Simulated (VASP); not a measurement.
**GeW: relaxation of cell and atoms with PBE**

Crystal: GeW.

```
Ge W
1.0
     0.00000    2.57833    2.57833
     2.57833    0.00000    2.57833
     2.57833    2.57833    0.00000
Ge W
1 1
Cartesian
  2.5783 2.5783 2.5783
  0.0000 0.0000 0.0000
```

The cell was built by a generator and needn't be a form met in nature.

The cell isn't the ideal one: random cell by space group and Wyckoff sites (Fm-3m, No. 225).

```json
{
  "Program": "VASP 6.6.1",
  "Task": "relaxation of cell and atoms",
  "Functional": "PBE",
  "Potentials or basis": "VASP PAW PBE potentials, release 64 (Ge_d, W_sv)",
  "Cutoff": "600 eV",
  "k mesh": "18 × 18 × 18",
  "Occupations": "gaussian, width 0.1 eV",
  "Spin": "no spin polarisation",
  "Dipole correction": "no",
  "Further INCAR settings": "ALGO = Fast; EDIFF = 1e-07; IBRION = 2; EDIFFG = -0.01; NSW = 100; ISIF = 3"
}
```

```yaml
Relaxed_volume: 17.16 Å³/atom
Relaxed_cell: a = 3.647 Å, b = 3.647 Å, c = 3.647 Å, α = 60.00°, β = 60.00°, γ = 60.00°
Space_group_after_relaxing_to_0.05_Å: Fm-3m (No. 225)
Energy_gained_by_relaxing: 0.0 meV/atom
Ionic_steps: 3
Pressure_after_relaxing: 0.0 GPa
Band_gap_on_the_k_mesh: none (metal or under the smearing width)
```

Final structure:
```yaml
crystal:
  lattice:
    - [0.00000, 2.57908, 2.57908]
    - [2.57908, 0.00000, 2.57908]
    - [2.57908, 2.57908, 0.00000]
  atoms:
    - { symbol: Ge, position: [0.50000, 0.50000, 0.50000] }
    - { symbol: W, position: [0.00000, 0.00000, 0.00000] }
```

Levels at points of the mesh, in eV from the Fermi level:
| k point | band 11 | band 12 | band 13 | band 14 | band 15 | band 16 | band 17 | band 18 |
| --- | --- | --- | --- | --- | --- | --- | --- | --- |
| (0.00, 0.00, 0.00) | -1.68 | -1.68 | -1.68 | -0.94 | -0.94 | 2.34 | 2.34 | 2.34 |
| (0.50, 0.00, 0.00) | -7.07 | -3.80 | -3.80 | 0.43 | 0.43 | 1.16 | 4.53 | 7.49 |
| (0.50, 0.50, 0.00) | -4.30 | -3.44 | -0.50 | -0.50 | 0.03 | 1.11 | 1.11 | 1.44 |

Run time: 5.3 min on 1 thread of Intel(R) Xeon(R) Platinum 8488C (Sapphire Rapids) (shared host), peak memory 0.3 GiB.

The run has no spin-orbit coupling, so splittings on W are missing.
